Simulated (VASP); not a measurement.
An input for VASP 6.6.1 (HfGe):

run.py

```python
from ase.calculators.vasp import Vasp
from ase.dft.bandgap import bandgap
from ase.io import read

atoms = read('HfGe.cif', primitive_cell=True, subtrans_included=False)
calc = Vasp(
    directory='calc',
    xc='pbe0',
    pp='PBE',
    setups='recommended',
    prec='Accurate',
    encut=45,
    ediff=1e-06,
    ismear=-5,
    sigma=0.05,
    lreal=False,
    lasph=True,
    nelm=73,
    algo='Normal',
    isif=2,
    lwave=False,
    lcharg=False,
    precfock='Fast',
    ivdw=11,
    kpts=[4, 4, 4],
    gamma=True,
)
atoms.calc = calc

print('energy (eV):', atoms.get_potential_energy())
print('free energy (eV):', atoms.get_potential_energy(force_consistent=True))
print('forces (eV/A):')
print(atoms.get_forces())
print('stress (eV/A^3, Voigt):', atoms.get_stress())
print('Fermi level (eV):', calc.get_fermi_level())
gap, top, bottom = bandgap(calc)
print('band gap (eV):', gap, 'from (spin, k, band)', top, 'to', bottom)
```

The input HfGe.cif:

```cif
data_HfGe
_cell_length_a 3.50083787
_cell_length_b 3.50083787
_cell_length_c 3.50083787
_cell_angle_alpha 90.00000000
_cell_angle_beta 90.00000000
_cell_angle_gamma 90.00000000
_space_group_name_H-M_alt 'Pm-3m'
_space_group_name_Hall '-P 4 2 3'
_space_group_IT_number 221
loop_
_space_group_symop_operation_xyz
'x,y,z'
'-x,-y,-z'
'-y,x,z'
'y,-x,-z'
'-x,-y,z'
'x,y,-z'
'y,-x,z'
'-y,x,-z'
'x,-y,-z'
'-x,y,z'
'-y,-x,-z'
'y,x,z'
'-x,y,-z'
'x,-y,z'
'y,x,-z'
'-y,-x,z'
'z,x,y'
'-z,-x,-y'
'z,-y,x'
'-z,y,-x'
'z,-x,-y'
'-z,x,y'
'z,y,-x'
'-z,-y,x'
'-z,x,-y'
'z,-x,y'
'-z,-y,-x'
'z,y,x'
'-z,-x,y'
'z,x,-y'
'-z,y,x'
'z,-y,-x'
'y,z,x'
'-y,-z,-x'
'x,z,-y'
'-x,-z,y'
'-y,z,-x'
'y,-z,x'
'-x,z,y'
'x,-z,-y'
'-y,-z,x'
'y,z,-x'
'-x,-z,-y'
'x,z,y'
'y,-z,-x'
'-y,z,x'
'x,-z,y'
'-x,z,-y'
loop_
_atom_site_label
_atom_site_type_symbol
_atom_site_symmetry_multiplicity
_atom_site_Wyckoff_symbol
_atom_site_fract_x
_atom_site_fract_y
_atom_site_fract_z
_atom_site_occupancy
Hf1 Hf 1 a 0.0000000000 0.0000000000 0.0000000000 1
Ge1 Ge 1 b 0.5000000000 0.5000000000 0.5000000000 1
```

Potentials or basis: VASP PAW PBE potentials, release 64 (Hf_pv, Ge_d).

Command:

```sh
$ python run.py
```

Question: How does this run end?

Answer: The run stopped without a result. It printed:

Output:

```text
Traceback (most recent call last):
  ...
ase.calculators.calculator.CalculationFailed: vasp in <dir> returned an error: 1 stderr is in vasp.out
```

OUTCAR:

```text
ENCUT = 45.000000
[... 194 lines left out ...]
  free energy    TOTEN  =      1116.37402096 eV

  energy without entropy =     1116.37402096  energy(sigma->0) =     1116.37402096
```

Among its messages:

```text
EDDAV: Call to ZHEGV failed. Returncode = 10 2 16 ---->  I REFUSE TO CONTINUE WITH THIS SICK JOB ... BYE!!! <----
```
